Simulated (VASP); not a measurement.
Computed with LDA (Ceperley-Alder, Perdew-Zunger), VASP's LDA PAW potentials (set 64) (plane waves; VASP).

The input files of a VASP run:

**INCAR**
```
SYSTEM = BN
PREC = Accurate; ENCUT = 520; LREAL = .False.
LASPH = .True.
EDIFF = 1E-6; NELM = 100; ALGO = Normal
ISMEAR = 0; SIGMA = 0.05
IBRION = 2; NSW = 60; ISIF = 3
EDIFFG = -0.01
LWAVE = .False.; LCHARG = .False.
```

**POSCAR**
```
BN
1
    0.0000000000     1.8075000000     1.8075000000
    1.8075000000     0.0000000000     1.8075000000
    1.8075000000     1.8075000000     0.0000000000
B N
1 1
Direct
  0.0000000000   0.0000000000   0.0000000000
  0.2500000000   0.2500000000   0.2500000000
```

### KPOINTS
```
Automatic
0
Gamma
  11 11 11
```

POTCAR, in this order: B N (LDA.64 set). Program: vasp_std.

What VASP printed:

### OUTCAR
```
 ion  position               nearest neighbor table
   1  0.000  0.000  0.000-   2 1.57   2 1.57   2 1.57   2 1.57
   2  0.250  0.250  0.250-   1 1.57   1 1.57   1 1.57   1 1.57
  LATTYP: Found a face centered cubic cell.
 ALAT       =     3.6150000000
 Subroutine PRICEL returns:
 Original cell was already a primitive cell.
 Subroutine GETGRP returns: Found 24 space group operations
The static configuration has the point symmetry T_d .
The dynamic configuration has the point symmetry T_d .
 Subroutine INISYM returns: Found 24 space group operations
 Subroutine IBZKPT returns following result:
 Found     56 irreducible k-points:

 Following reciprocal coordinates:
            Coordinates               Weight
  0.000000  0.000000  0.000000      1.000000
  0.090909  0.000000  0.000000      8.000000
  0.181818  0.000000  0.000000      8.000000
  0.272727  0.000000  0.000000      8.000000
  0.363636  0.000000  0.000000      8.000000
  0.454545  0.000000  0.000000      8.000000
  0.090909  0.090909  0.000000      6.000000
  0.181818  0.090909  0.000000     24.000000
  0.272727  0.090909  0.000000     24.000000
...
```

**OSZICAR**
```
       N       E                     dE             d eps       ncg     rms          rms(c)
DAV:   1     0.634272321791E+01    0.63427E+01   -0.53583E+03   968   0.999E+02
DAV:   2    -0.204082057090E+02   -0.26751E+02   -0.26243E+02  1232   0.152E+02
DAV:   3    -0.205348226507E+02   -0.12662E+00   -0.12662E+00  1016   0.132E+01
DAV:   4    -0.205349394584E+02   -0.11681E-03   -0.11681E-03  1232   0.389E-01
DAV:   5    -0.205349395593E+02   -0.10087E-06   -0.10087E-06   976   0.583E-03    0.650E+00
DAV:   6    -0.195455599887E+02    0.98938E+00   -0.38173E+00   896   0.140E+01    0.309E+00
DAV:   7    -0.194365184699E+02    0.10904E+00   -0.94464E-02  1192   0.282E+00    0.177E+00
DAV:   8    -0.194047322547E+02    0.31786E-01   -0.60594E-02   968   0.194E+00    0.178E-01
DAV:   9    -0.194045745642E+02    0.15769E-03   -0.46829E-04   896   0.243E-01    0.788E-02
DAV:  10    -0.194045559506E+02    0.18614E-04   -0.54747E-05  1176   0.859E-02    0.133E-02
DAV:  11    -0.194045564487E+02   -0.49804E-06   -0.19628E-06   760   0.113E-02
   1 F= -.19404556E+02 E0= -.19404556E+02  d E =-.194046E+02
       N       E                     dE             d eps       ncg     rms          rms(c)
DAV:   1    -0.194531609406E+02   -0.48605E-01   -0.16317E+00  1024   0.143E+01    0.160E+00
DAV:   2    -0.194065027628E+02    0.46658E-01   -0.21026E-01   904   0.347E+00    0.421E-01
DAV:   3    -0.194039074640E+02    0.25953E-02   -0.51381E-03  1120   0.746E-01    0.177E-01
DAV:   4    -0.194030623125E+02    0.84515E-03   -0.10305E-03  1064   0.275E-01    0.551E-02
DAV:   5    -0.194030491234E+02    0.13189E-04   -0.25640E-05   968   0.425E-02    0.319E-02
DAV:   6    -0.194030476961E+02    0.14273E-05   -0.15419E-06   720   0.130E-02    0.140E-03
DAV:   7    -0.194030476436E+02    0.52426E-07   -0.95543E-08   448   0.254E-03
   2 F= -.19403048E+02 E0= -.19403048E+02  d E =0.150881E-02
       N       E                     dE             d eps       ncg     rms          rms(c)
DAV:   1    -0.194276912720E+02   -0.24644E-01   -0.42557E-01  1008   0.717E+00    0.821E-01
DAV:   2    -0.194152820581E+02    0.12409E-01   -0.58082E-02   904   0.182E+00    0.209E-01
DAV:   3    -0.194146338845E+02    0.64817E-03   -0.12376E-03  1104   0.372E-01    0.884E-02
DAV:   4    -0.194144061940E+02    0.22769E-03   -0.28434E-04  1024   0.142E-01    0.265E-02
DAV:   5    -0.194144029481E+02    0.32459E-05   -0.73340E-06   976   0.222E-02    0.158E-02
DAV:   6    -0.194144025031E+02    0.44504E-06   -0.43232E-07   536   0.692E-03
   3 F= -.19414403E+02 E0= -.19414403E+02  d E =-.984605E-02
```

File OUTCAR:
```
------------------------ aborting loop because EDIFF is reached ----------------------------------------
  FORCE on cell =-STRESS in cart. coord.  units (eV):
  Direction    XX          YY          ZZ          XY          YZ          ZX
  --------------------------------------------------------------------------------------
  Total       -0.0038560     -0.0038560     -0.0038560     -0.0000000     -0.0000000      0.0000000
  in kB       -0.5369644     -0.5369644     -0.5369644     -0.0000000     -0.0000000      0.0000000
  external PRESSURE =      -0.5369644 kB  Pullay stress =       0.0000000 kB
  volume of cell :       11.51
      direct lattice vectors                 reciprocal lattice vectors
     0.000000000  1.791797968  1.791797968    -0.279049317  0.279049317  0.279049317
     1.791797968  0.000000000  1.791797968     0.279049317 -0.279049317  0.279049317
     1.791797968  1.791797968 -0.000000000     0.279049317  0.279049317 -0.279049317
  FREE ENERGIE OF THE ION-ELECTRON SYSTEM (eV)
  ---------------------------------------------------
  free  energy   TOTEN  =       -19.4144025031 eV

  energy  without entropy=      -19.4144025031  energy(sigma->0) =      -19.41440250

 reached required accuracy - stopping structural energy minimisation
```
(Selected blocks of OUTCAR.)

File CONTCAR:
```
BN
   1.00000000000000
     0.0000000000000000    1.7917979681047431    1.7917979681047431
     1.7917979681047431    0.0000000000000000    1.7917979681047431
     1.7917979681047431    1.7917979681047431   -0.0000000000000000
  B               N
     1     1
Direct
     0.0000000000000000    0.0000000000000000    0.0000000000000000
     0.2500000000000000    0.2500000000000000    0.2500000000000000
```

Energy and stress use the plane-wave basis of the starting cell.

The compound is BN in the zinc blende structure. This run relaxes it. Symmetry was kept, so distortions that lower it aren't found.
